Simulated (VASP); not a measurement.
Level of theory: PBEsol GGA, VASP's PBE PAW potentials (set 64) (plane waves; VASP).

A VASP calculation is set up with these files.

### INCAR
```
ALGO = Normal
EDIFF = 1E-7
ENCUT = 480
GGA = PS
ISIF = 2
ISMEAR = 1
LASPH = .TRUE.
LCHARG = .FALSE.
LMAXMIX = 6
LREAL = .FALSE.
LWAVE = .FALSE.
NELM = 100
PREC = Accurate
SIGMA = 0.1
SYSTEM = Gd
```

**KPOINTS**
```
Automatic
0
Gamma
  12 12 6
```

**POSCAR**
```
Gd
3.562730
  0.5000000303  -0.8660253991   0.0000000000
  0.5000000303   0.8660253991   0.0000000000
  0.0000000000   0.0000000000   1.5793841349
Gd
2
direct
  0.3009224456   0.6990775544   0.2500000000
  0.6666670000   0.3333330000   0.7500000000
```

POTCAR, in this order: Gd_3 (PBE.64 set). Program: vasp_std.

The 4f electrons are frozen in the core of the lanthanide potential, so 4f levels, which can set the real gap, and their magnetism are missing.

Task: What does the run give for the energy per atom (σ→0), largest force, band gap (on the k-mesh)?

Result: 
| Item | Result |
|---|---|
| energy per atom (σ→0) | -5.012 eV/atom |
| band gap (on the k-mesh) | none (metal, semimetal or under 0.01 eV) |
| largest force | 0.143 eV/Å |

File OSZICAR:
```
...
DAV:   6    -0.100177490550E+02    0.41350E-02   -0.23531E-02  4867   0.120E+00    0.139E+01
DAV:   7    -0.100244104922E+02   -0.66614E-02   -0.41031E-02  4832   0.157E+00    0.218E-01
DAV:   8    -0.100239752662E+02    0.43523E-03   -0.24600E-03  5138   0.376E-01    0.543E-02
DAV:   9    -0.100239722769E+02    0.29893E-05   -0.22782E-04  5947   0.111E-01    0.331E-02
DAV:  10    -0.100239685145E+02    0.37624E-05   -0.22709E-05  5219   0.344E-02    0.283E-02
DAV:  11    -0.100239691384E+02   -0.62399E-06   -0.30403E-06  4987   0.129E-02    0.241E-03
DAV:  12    -0.100239691380E+02    0.46998E-09   -0.15632E-07  4217   0.294E-03
   1 F= -.10023969E+02 E0= -.10024268E+02  d E =0.895635E-03
```

The compound is Gd in the hcp structure. This cell was strained or had an atom moved on purpose.
